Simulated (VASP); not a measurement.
A cell of ScPtO₂ (relaxed from the delafossite structure, space group R-3m) near equilibrium:

```yaml
crystal:
  lattice:
    - [1.54933, 0.89450, 6.10948]
    - [-1.54933, 0.89450, 6.10948]
    - [0.00000, -1.78901, 6.10948]
  atoms:
    - { symbol: Pt, position: [0.00000, 0.00000, 0.00000] }
    - { symbol: Sc, position: [0.50000, 0.50000, 0.50000] }
    - { symbol: O, position: [0.10932, 0.10932, 0.10932] }
    - { symbol: O, position: [0.89068, 0.89068, 0.89068] }
```

Method: PBEsol GGA, VASP's PBE PAW potentials (set 64) (plane waves; VASP 6.6.1).

| run | ΔE (meV/atom) | σxx | σyy | σzz | largest shear component, with its sign (GPa) | largest force (eV/Å) |
|---|---|---|---|---|---|---|
| as it is | 0.0 | -0.12 | -0.12 | -0.19 | 0.00 | 0.015 |
| after one change | 4.6 | 0.09 | 0.09 | -0.36 | 0.00 | 0.735 |
Stress is in GPa, positive when the cell is compressed.

Q: Which change was made?
(A) isotropic strain of +3.0 %
(B) biaxial strain of -1.0 % in the yz plane
(C) atom 2 (Sc) moved by 0.050 Å along z
(D) uniaxial strain of -2.0 % along z

A: C, atom 2 (Sc) moved by 0.050 Å along z

The structure was generated: ScPtO2 was put into the delafossite type (R-3m), which need not be its known phase. The electron count is odd and the run is not spin-polarised, which forces a metal.
